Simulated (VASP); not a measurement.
Data:

```yaml
crystal:
  lattice:
    - [2.83888, 0.00000, 0.00000]
    - [-1.41944, 2.45854, 0.00000]
    - [0.00000, 0.00000, 5.11630]
  atoms:
    - { symbol: N, position: [0.00000, 0.00000, 0.00000] }
    - { symbol: Mo, position: [0.33333, 0.66667, 0.26518] }
    - { symbol: Mo, position: [0.66667, 0.33333, 0.73482] }
```

All values below come from PBEsol GGA, VASP's PBE PAW potentials (set 64) (plane waves; VASP 6.6.1). Settings: 520 eV cut-off, Gaussian smearing of 0.050 eV, potentials N Mo_sv.

### Question
Give the energies of bands 11 to 19 at the high-symmetry points, in eV from the Fermi level.

### Answer

```tsv
band	Γ	M	K	A	L	H
11	-5.08	-7.26	-7.29	-5.25	-7.30	-7.63
12	-5.08	-5.76	-6.61	-5.25	-5.46	-6.74
13	-4.37	-5.26	-3.54	-4.33	-4.23	-3.30
14	-2.42	-2.81	-2.85	-2.59	-2.50	-2.28
15	-1.36	-1.49	-2.85	-1.70	-1.96	-2.28
16	-1.36	-0.44	0.36	-1.70	-1.37	-0.44
17	-0.79	1.90	0.36	0.20	-0.31	0.99
18	-0.09	2.02	0.55	0.72	2.57	0.99
19	-0.09	3.01	2.15	0.72	2.85	2.10
```

It has no gap at this level: it comes out as a metal or semimetal.

The structure was generated: Mo2N was put into the CdI2 type (P-3m1), which need not be its known phase. It was relaxed first, which changed the volume by +13 %. The electron count is odd and the run is not spin-polarised, which forces a metal.
